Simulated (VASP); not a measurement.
Level of theory: PBEsol GGA, VASP's PBE PAW potentials (set 64) (plane waves; VASP). For the alloy's cell: Settings: 400 eV cut-off, 8×8×15 Γ-centred mesh, tetrahedra with Blöchl corrections, potentials W_sv V_sv.

```
end member  E (eV/atom)  V (Å³/atom)  gap (eV)
----------  -----------  -----------  --------
V (bcc)         -9.6347        12.86      0.00
W (bcc)        -13.8052        15.73      0.00
```

An ordered cell with a fraction 0.75 of the second end member relaxes to

```
VW3
1.0
   -3.10926     3.09420     3.10926
    3.09420    -3.10926     3.10926
    1.56217     1.56217    -1.56217
W V
3 1
Direct
  0.00000   0.00000   0.00000
  0.00000   0.50000   0.00000
  0.50000   0.00000   0.00000
  0.50000   0.50000   0.00000
```

Unless said otherwise, spin-orbit coupling is left out, though it shifts the bands of the heavy elements here.

Question: Estimate the mixing energy, the deviation from a linear volume and the gap.

Answer: Its energy is -12.8332 eV/atom, so the mixing energy is -71 meV/atom. The volume of 15.03 Å³/atom lies +0.1 % from the linear mean. The cell is without a gap at this level.
